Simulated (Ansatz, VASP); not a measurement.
# La6N in VASP and in Ansatz

```xyz
7
Lattice="3.7356 0.0000 0.0000 -1.8678 3.2351 0.0000 0.0000 0.0000 18.6164" Properties=species:S:1:pos:R:3 pbc="T T T"
La    1.8678    1.0784    7.8068
La    0.0000    2.1567   10.8095
La    0.0000    2.1567    1.3949
La    1.8678    1.0784   17.2215
La    0.0000    0.0000   13.7397
La    0.0000    0.0000    4.8767
N     0.0000    0.0000    0.0000
```

Alike in both runs: functional PBE; k mesh 5 × 5 × 1; occupations gaussian, width 0.2 eV; no spin polarisation.

Ansatz relaxed the structure, and its values are those at the end. VASP's run is a single point on that final structure, the one shown.

```csv
,VASP,Ansatz
version,VASP 6.6.1,Ansatz 0.2.0
potentials or method,"VASP PAW PBE potentials, release 64 (La, N)","scalar-relativistic, plane waves, PAW"
plane-wave cutoff (eV),520,420
valence electrons in the cell,71,71
```

VASP gave:

```
gap on the k mesh at the Fermi level (eV) : none
pressure (GPa)                            : 0.3
rms of the force components (eV/Å)        : 0.011
```

**Question.** Which values does Ansatz return?

**Answer.** gap on the k mesh at the Fermi level (eV): none; pressure (GPa): 0.3; rms of the force components (eV/Å): 0.014.

A gap of «none» marks a metal or a gap that the smearing closes.

Caveats: the k mesh is coarse (spacing up to 0.39 Å⁻¹), so the values aren't converged. The runs have no spin-orbit coupling, so splittings on La are missing.
